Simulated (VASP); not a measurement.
An input for Quantum ESPRESSO's pw.x (written as the equivalent of a VASP run, and not itself run):

```
&CONTROL
  calculation = 'vc-relax'
  pseudo_dir = './pseudo'
  outdir = './out'
  tprnfor = .true.
  tstress = .true.
  nstep = 60
  forc_conv_thr = 0.00039
/
&SYSTEM
  ibrav = 0
  nat = 2
  ntyp = 2
  ecutwfc = 82
  occupations = 'smearing'
  smearing = 'gaussian'
  degauss = 0.003675
  input_dft = 'vdw-df-cx'
/
&ELECTRONS
  conv_thr = 7.3e-08
  electron_maxstep = 100
/
&IONS
/
&CELL
/
ATOMIC_SPECIES
  Ag 107.868 Ag.upf
  Br 79.904 Br.upf
CELL_PARAMETERS angstrom
     0.0000000    2.8850000    2.8850000
     2.8850000    0.0000000    2.8850000
     2.8850000    2.8850000    0.0000000
ATOMIC_POSITIONS crystal
  Ag   0.0000000  0.0000000  0.0000000
  Br   0.5000000  0.5000000  0.5000000
K_POINTS automatic
  7 7 7 0 0 0
```

### Question
Write the VASP files for the same calculation (vdW-DF-cx).

### Answer
One answer among several that fit: 
INCAR:
```
AGGAC = 0.0
ALGO = Normal
EDIFF = 1E-6
EDIFFG = -0.01
ENCUT = 520
GGA = CX
IBRION = 2
ISIF = 3
ISMEAR = 0
LASPH = .True.
LCHARG = .False.
LMAXMIX = 4
LREAL = .False.
LUSE_VDW = .True.
LWAVE = .False.
NELM = 100
NSW = 60
PREC = Accurate
SIGMA = 0.05
SYSTEM = AgBr
```

**POSCAR**
```
AgBr
1.0
  0.0000000000   2.8850000000   2.8850000000
  2.8850000000   0.0000000000   2.8850000000
  2.8850000000   2.8850000000   0.0000000000
Ag Br
1 1
direct
  0.0000000000   0.0000000000   0.0000000000
  0.5000000000   0.5000000000   0.5000000000
```

File KPOINTS:
```
K-points
0
gamma
7 7 7
0 0 0
```

POTCAR, in this order: Ag Br (PBE.64 set). Program: vasp_std.

The two are equivalent in intent, not identical: the potentials are each code's own (VASP's PAW set, PseudoDojo norm-conserving files in pw.x), so ENCUT and ecutwfc are chosen apart and not converted; conv_thr bounds pw.x's estimated SCF error, while EDIFF bounds the energy change between steps; forc_conv_thr acts on force components and is met together with etot_conv_thr.

The compound is AgBr in the rock salt structure. This run relaxes it. Symmetry was kept, so distortions that lower it aren't found.
